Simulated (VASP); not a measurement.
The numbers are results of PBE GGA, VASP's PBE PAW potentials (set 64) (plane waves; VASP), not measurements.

A VASP calculation is set up with these files.

**POSCAR**
```
RuS2
1
    5.6417372333    -0.0000000000    -0.0000000000
    0.0000000000     5.6417372333     0.0000000000
    0.0000000000     0.0000000000     5.6417372333
Ru S
4 8
Direct
  1.0000000000   0.5000000000   0.5000000000
  0.5000000000   1.0000000000   0.5000000000
  1.0000000000   1.0000000000   0.0000000000
  0.5000000000   0.5000000000   0.0000000000
  0.6129991813   0.8870008187   0.1129991813
  0.1129991813   0.6129991813   0.8870008187
  0.6129991813   0.6129991813   0.6129991813
  0.3870008187   0.3870008187   0.3870008187
  0.8870008187   0.1129991813   0.6129991813
  0.8870008187   0.3870008187   0.1129991813
  0.1129991813   0.8870008187   0.3870008187
  0.3870008187   0.1129991813   0.8870008187
```

KPOINTS:
```
Automatic mesh
0
Gamma
9 9 9
0 0 0
```

### INCAR
```
SYSTEM=RuS2
PREC=Accurate; ENCUT=400; LREAL=.FALSE.
LASPH=.TRUE.; NBANDS=186
EDIFF=1E-7; NELM=100; ALGO=Normal
LMAXMIX=4
ISMEAR=0; SIGMA=0.01
GGA=PE
LWAVE=.FALSE.; LCHARG=.FALSE.; NEDOS=1001
LOPTICS=.TRUE.; CSHIFT=0.1
```

POTCAR, in this order: Ru_pv S (PBE.64 set). Program: vasp_std.

Output

File OSZICAR:
```
       N       E                     dE             d eps       ncg     rms          rms(c)
DAV:   1     0.957519173324E+03    0.95752E+03   -0.35618E+04 16764   0.446E+02
DAV:   2    -0.204906423920E+02   -0.97801E+03   -0.89200E+03 19230   0.179E+02
DAV:   3    -0.780495520357E+02   -0.57559E+02   -0.55881E+02 19536   0.475E+01
DAV:   4    -0.784678588543E+02   -0.41831E+00   -0.41797E+00 19000   0.394E+00
DAV:   5    -0.784696145694E+02   -0.17557E-02   -0.17557E-02 19208   0.274E-01    0.382E+01
DAV:   6    -0.774400120681E+02    0.10296E+01   -0.16935E+00 18888   0.639E+00    0.168E+01
DAV:   7    -0.770169687291E+02    0.42304E+00   -0.69649E-01 18568   0.469E+00    0.136E+01
DAV:   8    -0.765860403423E+02    0.43093E+00   -0.31110E-01 18208   0.236E+00    0.731E-01
DAV:   9    -0.765885094440E+02   -0.24691E-02   -0.38235E-02 19128   0.378E-01    0.380E-01
DAV:  10    -0.765890448265E+02   -0.53538E-03   -0.71632E-04 19024   0.478E-02    0.143E-01
DAV:  11    -0.765892220529E+02   -0.17723E-03   -0.10664E-04 19032   0.230E-02    0.523E-02
DAV:  12    -0.765892271158E+02   -0.50629E-05   -0.23592E-05 19208   0.803E-03    0.217E-02
DAV:  13    -0.765892301829E+02   -0.30671E-05   -0.28005E-06 18632   0.317E-03    0.930E-03
DAV:  14    -0.765892299793E+02    0.20367E-06   -0.18103E-07 19024   0.991E-04    0.321E-03
DAV:  15    -0.765892299838E+02   -0.45547E-08   -0.10270E-07 15504   0.487E-04
   1 F= -.76589230E+02 E0= -.76589230E+02  d E =-.258419E-22
 imaginary and real dielectric function
```

OUTCAR:
```
------------------------ aborting loop because EDIFF is reached ----------------------------------------
  FORCE on cell =-STRESS in cart. coord.  units (eV):
  Direction    XX          YY          ZZ          XY          YZ          ZX
  --------------------------------------------------------------------------------------
  Total        0.1351167      0.1351167      0.1351167     -0.0000000     -0.0000000     -0.0000000
  in kB        1.2055385      1.2055385      1.2055385     -0.0000000     -0.0000000     -0.0000000
  external PRESSURE =       1.2055385 kB  Pullay stress =       0.0000000 kB
  volume of cell :      179.57
      direct lattice vectors                 reciprocal lattice vectors
     5.641737233  0.000000000  0.000000000     0.177250368  0.000000000  0.000000000
     0.000000000  5.641737233  0.000000000     0.000000000  0.177250368  0.000000000
     0.000000000  0.000000000  5.641737233     0.000000000  0.000000000  0.177250368
 POSITION                                       TOTAL-FORCE (eV/Angst)
 -----------------------------------------------------------------------------------
      0.00000      2.82087      2.82087         0.000000      0.000000     -0.000000
      2.82087      0.00000      2.82087         0.000000      0.000000     -0.000000
      0.00000      0.00000      0.00000         0.000000      0.000000     -0.000000
      2.82087      2.82087      0.00000         0.000000      0.000000     -0.000000
      3.45838      5.00423      0.63751         0.005846     -0.005846      0.005846
      0.63751      3.45838      5.00423         0.005846      0.005846     -0.005846
      3.45838      3.45838      3.45838         0.005846      0.005846      0.005846
      2.18336      2.18336      2.18336        -0.005846     -0.005846     -0.005846
      5.00423      0.63751      3.45838        -0.005846      0.005846      0.005846
      5.00423      2.18336      0.63751        -0.005846     -0.005846      0.005846
      0.63751      5.00423      2.18336         0.005846     -0.005846     -0.005846
      2.18336      0.63751      5.00423        -0.005846      0.005846     -0.005846
 -----------------------------------------------------------------------------------
    total drift:                               -0.000000      0.000000     -0.000000
  FREE ENERGIE OF THE ION-ELECTRON SYSTEM (eV)
  ---------------------------------------------------
  free  energy   TOTEN  =       -76.5892299838 eV

  energy  without entropy=      -76.5892299838  energy(sigma->0) =      -76.58922998

 plasma frequency squared (from intraband transitions) (eV^2)
  --------------------------------------------------------------------------------------
       0.000       0.000      -0.000
       0.000       0.000       0.000
       0.000       0.000       0.000

 plasma frequency squared (from interband transitions, int dw w eps(2)(w)) (eV^2)
  --------------------------------------------------------------------------------------
     670.096       0.000       0.000      -0.000      -0.000      -0.000
       0.000       0.000     670.096       0.000      -0.000       0.000
      -0.000       0.000      -0.000      -0.000     670.096       0.000
```
(Selected blocks of OUTCAR.)

The compound is RuS2 in the pyrite structure. It was relaxed first.
